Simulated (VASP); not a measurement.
# ZrSe (relaxed from the wurtzite structure, space group P6_3mc): computed properties

Calculation: PBEsol GGA, VASP's PBE PAW potentials (set 64) (plane waves; VASP).

```
Quantity                                                                                 Result
----------------------------------  -----------------------------------------------------------
space group                                                                        P6_3mc (186)
cell                                a = b = 3.5002 Å, c = 8.6631 Å, α = β = 90.00°, γ = 120.00°
volume per atom                                                                  22.98 Å^3/atom
band gap (over mesh and band path)                     none (metal, semimetal or under 0.01 eV)
density                                                                              6.15 g/cm³
```

```
ZrSe
1.0
    3.50018     0.00000     0.00000
   -1.75009     3.03125     0.00000
    0.00000     0.00000     8.66306
Zr Se
2 2
Direct
  0.33333   0.66667   0.03686
  0.66667   0.33333   0.53686
  0.33333   0.66667   0.33814
  0.66667   0.33333   0.83814
```

The structure was generated: ZrSe was put into the wurtzite type (P6_3mc), which need not be its known phase. It was relaxed first, which changed the volume by -42 %. Symmetry was kept, so distortions that lower it aren't found.
